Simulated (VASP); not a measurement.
An input for Quantum ESPRESSO's pw.x (written as the equivalent of a VASP run, and not itself run):

```
&CONTROL
  calculation = 'scf'
  pseudo_dir = './pseudo'
  outdir = './out'
  tprnfor = .true.
  tstress = .true.
/
&SYSTEM
  ibrav = 0
  nat = 2
  ntyp = 2
  ecutwfc = 82
  occupations = 'smearing'
  smearing = 'methfessel-paxton'
  degauss = 0.00735
  input_dft = 'pbe'
/
&ELECTRONS
  conv_thr = 7.3e-08
  electron_maxstep = 100
/
ATOMIC_SPECIES
  Hg 200.592 Hg.upf
  Pd 106.420 Pd.upf
CELL_PARAMETERS angstrom
     3.0613900    0.0000000    0.0000000
     0.0000000    3.0613900    0.0000000
     0.0000000    0.0000000    3.7747700
ATOMIC_POSITIONS crystal
  Hg   0.0000000  0.0000000  0.0000000
  Pd   0.5000000  0.5000000  0.5000000
K_POINTS automatic
  11 11 9 0 0 0
```

Problem. Translate this input to VASP (INCAR, KPOINTS, POSCAR, choice of POTCAR).

Solution. Several could match; the one computed here: 
KPOINTS:
```
Automatic mesh
0
Gamma
11 11 9
0 0 0
```

### INCAR
```
! general
SYSTEM  = HgPd
PREC    = Accurate
ENCUT   = 400
LREAL   = .False.
LASPH   = .True.

! electronic loop
EDIFF   = 1E-6
NELM    = 100
ALGO    = Normal
LMAXMIX = 6

! smearing
ISMEAR  = 1
SIGMA   = 0.1

! functional
GGA     = PE

! ions
ISIF    = 2

! output
LWAVE   = .False.
LCHARG  = .False.
```

### POSCAR
```
HgPd
1
    3.0613900000     0.0000000000     0.0000000000
    0.0000000000     3.0613900000     0.0000000000
    0.0000000000     0.0000000000     3.7747700000
Hg Pd
1 1
Direct
  0.0000000000   0.0000000000   0.0000000000
  0.5000000000   0.5000000000   0.5000000000
```

POTCAR, in this order: Hg Pd (PBE.64 set). Program: vasp_std.

Limits of the translation: the potentials are each code's own (VASP's PAW set, PseudoDojo norm-conserving files in pw.x), so ENCUT and ecutwfc are chosen apart and not converted; conv_thr bounds pw.x's estimated SCF error, while EDIFF bounds the energy change between steps.

The structure comes from a computed database's HgPd entry (P4/mmm); how it stands against other phases isn't given here. The cell was not relaxed at this level.
